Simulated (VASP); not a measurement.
# Si (Fd-3m) in VASP: single point with PBE0

Aim: the single point of Si with PBE0.

All numbers are computed with VASP 6.6.1; they aren't measurements. Logs are shortened: lines on timing, memory, paths and dates and some standing lists are left out, and cuts for length are marked.

## Step 1: The crystal as given

It takes space group Fd-3m (No. 227, cubic). Conventional cell: a = 5.435 Å, b = 5.435 Å, c = 5.435 Å, α = 90.00°, β = 90.00°, γ = 90.00°. Si (site symmetry -43m) is surrounded by 4 Si at 2.35 Å.

## Step 2: Single point, PBE0

POSCAR

```
Si
1.0
    0.0000000000      2.7176300000      2.7176300000
    2.7176300000      0.0000000000      2.7176300000
    2.7176300000      2.7176300000      0.0000000000
Si
2
Direct
    0.5000000000      0.5000000000      0.5000000000
    0.7500000000      0.7500000000      0.7500000000
```

INCAR.step1

```
SYSTEM = Si
PREC = Accurate
ENCUT = 520
EDIFF = 1E-5
ISMEAR = 0
SIGMA = 0.02
LREAL = .False.
LASPH = .True.
NELM = 80
ALGO = Normal
ISIF = 2
LWAVE = .True.
GGA = PE
```

INCAR.step2

```
SYSTEM = Si
PREC = Accurate
ENCUT = 520
EDIFF = 1E-7
ISMEAR = 0
SIGMA = 0.02
LREAL = .False.
LASPH = .True.
NELM = 80
ALGO = Normal
ISIF = 2
LWAVE = .False.
LCHARG = .True.
GGA = PE
LHFCALC = .True.
AEXX = 0.25
PRECFOCK = Fast
LELF = .True.
LVHAR = .True.
ISTART = 1
```

KPOINTS

```
Automatic mesh
0
Gamma
  6 6 6
  0 0 0
```

Potentials or basis: VASP PAW PBE potentials, release 64 (Si).

Launch:

```
> cat potpaw_PBE.64/Si/POTCAR > POTCAR
> cp INCAR.step1 INCAR
> mpirun -np 1 vasp_std > vasp.out
> cp INCAR.step2 INCAR
> mpirun -np 1 vasp_std > vasp.out
```

OUTCAR:

```text
SYSTEM = Si
   PREC = Accurate
   ENCUT = 520
   EDIFF = 1E-7
   ISMEAR = 0
   LREAL = .False.
   LASPH = .True.
   NELM = 80
   ISIF = 2
   GGA = PE
   LHFCALC = .True.
   AEXX = 0.25
   PRECFOCK = Fast
   ISTART = 1

 ion  position               nearest neighbor table
   1  0.500  0.500  0.500-   2 2.35   2 2.35   2 2.35   2 2.35
   2  0.750  0.750  0.750-   1 2.35   1 2.35   1 2.35   1 2.35

  LATTYP: Found a face centered cubic cell.
 ALAT       =     5.4352600000

  Lattice vectors:

 A1 = (   0.0000000000,   2.7176300000,   2.7176300000)
 A2 = (   2.7176300000,   0.0000000000,   2.7176300000)
 A3 = (   2.7176300000,   2.7176300000,   0.0000000000)

Analysis of symmetry for initial positions (statically):
=====================================================================
 Subroutine PRICEL returns:
 Original cell was already a primitive cell.

 Routine SETGRP: Setting up the symmetry group for a
 face centered cubic supercell.

 Subroutine GETGRP returns: Found 48 space group operations
 (whereof 24 operations were pure point group operations)
 out of a pool of 48 trial point group operations.

The static configuration has the point symmetry T_d .
 The point group associated with its full space group is O_h .

Analysis of symmetry for dynamics (positions and initial velocities):
=====================================================================
 Subroutine PRICEL returns:
 Original cell was already a primitive cell.

 Routine SETGRP: Setting up the symmetry group for a
 face centered cubic supercell.

 Subroutine GETGRP returns: Found 48 space group operations
 (whereof 24 operations were pure point group operations)
 out of a pool of 48 trial point group operations.

The dynamic configuration has the point symmetry T_d .
 The point group associated with its full space group is O_h .

 Subroutine INISYM returns: Found 48 space group operations
 (whereof 24 operations are pure point group operations),
 and found     1 'primitive' translations

----------------------------------------------------------------------------------------

                                     Primitive cell

  volume of cell :      40.1422

  direct lattice vectors                    reciprocal lattice vectors
     0.000000000  2.717630000  2.717630000    -0.183983839  0.183983839  0.183983839
     2.717630000  0.000000000  2.717630000     0.183983839 -0.183983839  0.183983839
     2.717630000  2.717630000  0.000000000     0.183983839  0.183983839 -0.183983839

  length of vectors
     3.843309204  3.843309204  3.843309204     0.318669357  0.318669357  0.318669357

  position of ions in fractional coordinates (direct lattice)
     0.500000000  0.500000000  0.500000000
     0.750000000  0.750000000  0.750000000

  ion indices of the primitive-cell ions
   primitive index   ion index
                 1           1
                 2           2

----------------------------------------------------------------------------------------

 KPOINTS: Automatic mesh

Automatic generation of k-mesh.
 Grid dimensions read from file:
 generate k-points for:    6    6    6

 Generating k-lattice:

  Cartesian coordinates                     Fractional coordinates (reciprocal lattice)
    -0.030663973  0.030663973  0.030663973     0.166666667  0.000000000  0.000000000
     0.030663973 -0.030663973  0.030663973     0.000000000  0.166666667  0.000000000
     0.030663973  0.030663973 -0.030663973     0.000000000  0.000000000  0.166666667

  Length of vectors
     0.053111559  0.053111559  0.053111559

  Shift w.r.t. Gamma in fractional coordinates (k-lattice)
     0.000000000  0.000000000  0.000000000

 Subroutine IBZKPT returns following result:
 ===========================================

 Found     16 irreducible k-points:

 Following reciprocal coordinates:
            Coordinates               Weight
  0.000000  0.000000  0.000000      1.000000
  0.166667  0.000000  0.000000      8.000000
  0.333333  0.000000  0.000000      8.000000
  0.500000  0.000000  0.000000      4.000000
  0.166667  0.166667  0.000000      6.000000
  0.333333  0.166667  0.000000     24.000000
[... 8 lines left out ...]
 -0.333333  0.333333  0.166667     24.000000
 -0.333333  0.500000  0.166667     12.000000
   k-points           NKPTS =     16   k-points in BZ     NKDIM =    216   number of bands    NBANDS=      8
   number of dos      NEDOS =    301   number of ions     NIONS =      2
   total plane-waves  NPLWV =  27000
   dimension x,y,z NGX =    30 NGY =   30 NGZ =   30
   dimension x,y,z NGXF=    60 NGYF=   60 NGZF=   60
   ions per type =               2
   NGX,Y,Z   is equivalent  to a cutoff of  12.98, 12.98, 12.98 a.u.
   NGXF,Y,Z  is equivalent  to a cutoff of  25.95, 25.95, 25.95 a.u.
 SYSTEM =  Si
   PREC   = accura    normal or accurate (medium, high low for compatibility)
   ISTART =      1    job   : 0-new  1-cont  2-samecut
   ICHARG =      0    charge: 1-file 2-atom 10-const
   ISPIN  =      1    spin polarized calculation?
   LNONCOLLINEAR =      F non collinear calculations
   LSORBIT =      F    spin-orbit coupling
   LASPH  =      T    aspherical Exc in radial PAW
   ENCUT  =  520.0 eV  38.22 Ry    6.18 a.u.   7.15  7.15  7.15*2*pi/ulx,y,z
   NELM   =     80;   NELMIN=  2; NELMDL=  0     # of ELM steps
   EDIFF  = 0.1E-06   stopping-criterion for ELM
   LREAL  =      F    real-space projection
   EDIFFG = 0.1E-05   stopping-criterion for IOM
   NSW    =      0    number of steps for IOM
   IBRION =     -1    ionic relax: 0-MD 1-quasi-New 2-CG
   NFREE  =      0    steps in history (QN), initial steepest desc. (CG)
   ISIF   =      2    stress and relaxation
   ISYM   =      3    0-nonsym 1-usesym 2-fastsym
   POTIM  = 0.5000    time-step for ionic-motion
   TEBEG  =    0.0;   TEEND  =   0.0 temperature during run
   PSTRESS=    0.0 pullay stress
   NELECT =       8.0000    total number of electrons
   NUPDOWN=      -1.0000    fix difference up-down
   EMIN   =  10.00;   EMAX   =-10.00  energy-range for DOS
   EFERMI =   0.00;   METHOD = LEGACY
   ISMEAR =     0;   SIGMA  =   0.02  broadening in eV -4-tet -1-fermi 0-gaus
   EFERMI_NEDOS =   21; number of points for ismear=-14 and -15
   IALGO  =     38    algorithm
   IMIX   =      1    mixing-type and parameters
     AMIX     =   0.40;   BMIX     =  1.00
     AMIX_MAG =   1.60;   BMIX_MAG =  1.00
  volume/ion in A,a.u.               =      20.07       135.45
  Fermi-wavevector in a.u.,A,eV,Ry     =   0.956249  1.807049 12.441342  0.914413
  Thomas-Fermi vector in A             =   2.085160
   LORBIT       =      0    0 simple, 1 ext, 2 COOP (PROOUT), +10 PAW based schemes
   GGA     = PE    functional components
   LHFCALC =     T    Hartree Fock is set to
   PRECFOCK=fast      Normal, Fast or Accurate (Low or Medium for compatibility)
   ENCUT4O =  -1.0   cutoff for four orbital integrals eV
   NKREDX  =     1    reduce k-point grid by
   NKREDY  =     1    reduce k-point grid by
   NKREDZ  =     1    reduce k-point grid by
   AEXX    =    0.2500 exact exchange contribution
   HFSCREEN=    0.0000 screening length (either q_TF or 0.3 A-1)
   HFSCREENC=   0.0000 screening length for correlation (either q_TF or 0.3 A-1)
   ENCUTFOCK=  -1.0 apply spherical cutoff to Coloumb kernel
   IVDW    =     0    specifies the selected vdW correction
   LEPSILON=     F    determine dielectric tensor
   LRPA    =     F    only Hartree local field effects (RPA)
 non-spin polarized calculation
 Gauss-broadening in eV      SIGMA  =   0.02
  energy-cutoff  :      520.00
  volume of cell :       40.14
 maximum number of plane-waves:      1106
 NGX is ok and might be reduce to    30
  NGX = 16; NGY = 16; NGZ = 16

 number of electron       8.0000000 magnetization

 Free energy of the ion-electron system (eV)
  ---------------------------------------------------
  ext. energy  EPLUGINS =         0.00000000
  ---------------------------------------------------
  free energy    TOTEN  =       -13.56471249 eV

  energy without entropy =      -13.56471249  energy(sigma->0) =      -13.56471249

 E-fermi :   5.2088     XC(G=0):  -7.4469

 val. band max:        5.1058769644   @ k =   0.0000   0.0000   0.0000
 cond. band min:       7.0818575693   @ k =   0.5000   0.5000   0.0000
 fundamental gap:      1.9759806049
 Fermi energy:         5.2087716297

 k-point     1 :       0.0000    0.0000    0.0000
  band No.  band energies     occupation
      1      -8.2613      2.00000
      2       5.1059      2.00000
      3       5.1059      2.00000
      4       5.1059      2.00000
      5       9.1167      0.00000
      6       9.1167      0.00000
      7       9.1167      0.00000
      8      10.0924      0.00000

 k-point     2 :       0.1667    0.0000    0.0000
  band No.  band energies     occupation
      1      -7.8614      2.00000
      2       2.5096      2.00000
      3       4.6276      2.00000
      4       4.6276      2.00000
      5       8.8951      0.00000
      6       9.8144      0.00000
      7       9.8144      0.00000
      8      12.2522      0.00000

 k-point     3 :       0.3333    0.0000    0.0000
  band No.  band energies     occupation
      1      -6.7341      2.00000
      2      -0.8424      2.00000
      3       4.0053      2.00000
      4       4.0053      2.00000
      5       8.2612      0.00000
      6      10.1355      0.00000
      7      10.1355      0.00000
      8      14.6756      0.00000

 k-point     4 :       0.5000    0.0000    0.0000
  band No.  band energies     occupation
      1      -5.6707      2.00000
      2      -2.6892      2.00000
      3       3.7765      2.00000
      4       3.7765      2.00000
      5       8.0201      0.00000
      6       9.9503      0.00000
      7       9.9503      0.00000
      8      14.4328      0.00000

 k-point     5 :       0.1667    0.1667    0.0000
  band No.  band energies     occupation
      1      -7.7251      2.00000
      2       2.8960      2.00000
      3       3.8182      2.00000
      4       3.8182      2.00000
      5       8.1574      0.00000
      6      10.9876      0.00000
      7      11.0383      0.00000
      8      11.0383      0.00000

 k-point     6 :       0.3333    0.1667    0.0000
  band No.  band energies     occupation
      1      -6.8201      2.00000
      2       0.1746      2.00000
      3       2.9576      2.00000
      4       3.1879      2.00000
      5       8.4230      0.00000
      6      10.7490      0.00000
      7      11.1820      0.00000
      8      11.8338      0.00000

 k-point     7 :       0.5000    0.1667    0.0000
  band No.  band energies     occupation
      1      -5.4929      2.00000
      2      -2.2781      2.00000
      3       2.0727      2.00000
      4       3.1455      2.00000
      5       8.5283      0.00000
      6      10.7596      0.00000
      7      11.3370      0.00000
      8      13.2621      0.00000
[... 45 lines left out ...]
 k-point    12 :      -0.3333    0.3333    0.0000
  band No.  band energies     occupation
      1      -4.6281      2.00000
      2      -2.4661      2.00000
      3       0.2207      2.00000
      4       2.7685      2.00000
      5       8.0118      0.00000
      6      12.5230      0.00000
      7      13.4048      0.00000
      8      14.0045      0.00000

 k-point    13 :       0.5000    0.5000    0.0000
  band No.  band energies     occupation
      1      -3.6432      2.00000
      2      -3.6432      2.00000
      3       1.9368      2.00000
      4       1.9368      2.00000
      5       7.0819      0.00000
      6       7.0819      0.00000
      7      17.3188      0.00000
      8      17.3188      0.00000

 k-point    14 :       0.5000    0.3333    0.1667
  band No.  band energies     occupation
      1      -5.7178      2.00000
      2      -1.1946      2.00000
      3       1.1780      2.00000
      4       2.5988      2.00000
      5       9.3907      0.00000
      6      10.2842      0.00000
      7      10.9429      0.00000
      8      13.9912      0.00000

 k-point    15 :      -0.3333    0.3333    0.1667
  band No.  band energies     occupation
      1      -4.6173      2.00000
      2      -2.5471      2.00000
      3       0.6775      2.00000
      4       2.0790      2.00000
      5       9.8932      0.00000
      6      10.1903      0.00000
      7      12.8852      0.00000
      8      13.4151      0.00000

 k-point    16 :      -0.3333    0.5000    0.1667
  band No.  band energies     occupation
      1      -3.5081      2.00000
      2      -3.5081      2.00000
      3       1.0896      2.00000
      4       1.0896      2.00000
      5       9.2691      0.00000
      6       9.2691      0.00000
      7      13.6503      0.00000
      8      13.6503      0.00000

------------------------ aborting loop because EDIFF is reached ----------------------------------------

  FORCE on cell =-STRESS in cart. coord.  units (eV):
  Direction    XX          YY          ZZ          XY          YZ          ZX
  --------------------------------------------------------------------------------------
  -------------------------------------------------------------------------------------
  Total       -0.0578380     -0.0578380     -0.0578380     -0.0000000      0.0000000     -0.0000000
  in kB       -2.3084643     -2.3084643     -2.3084643     -0.0000000      0.0000000     -0.0000000
  external PRESSURE =      -2.3084643 kB  Pullay stress =       0.0000000 kB

 VOLUME and BASIS-vectors are now :
 -----------------------------------------------------------------------------
  energy-cutoff  :      520.00
  volume of cell :       40.14
      direct lattice vectors                 reciprocal lattice vectors
     0.000000000  2.717630000  2.717630000    -0.183983839  0.183983839  0.183983839
     2.717630000  0.000000000  2.717630000     0.183983839 -0.183983839  0.183983839
     2.717630000  2.717630000  0.000000000     0.183983839  0.183983839 -0.183983839

 POSITION                                       TOTAL-FORCE (eV/Angst)
 -----------------------------------------------------------------------------------
      2.71763      2.71763      2.71763         0.000000      0.000000      0.000000
      4.07645      4.07645      4.07645        -0.000000     -0.000000     -0.000000
 -----------------------------------------------------------------------------------
    total drift:                               -0.000000      0.000000     -0.000000

  FREE ENERGIE OF THE ION-ELECTRON SYSTEM (eV)
  ---------------------------------------------------
  free  energy   TOTEN  =       -13.5647124915 eV

  energy  without entropy=      -13.5647124915  energy(sigma->0) =      -13.56471249
```

Wall time 61 s (1 thread of Intel Xeon 6975P-C (Granite Rapids), shared host); peak memory 0.17 GiB.

What came out:

```yaml
Free_energy: -13.5647 eV
Pressure: -0.2 GPa
Band_gap_on_the_k_mesh: 1.98 eV, indirect (least direct gap 4.01 eV)
```

Caveat: the PAW data sets were made with another functional, which shifts forces and pressure a little. A k mesh can miss the band edges.
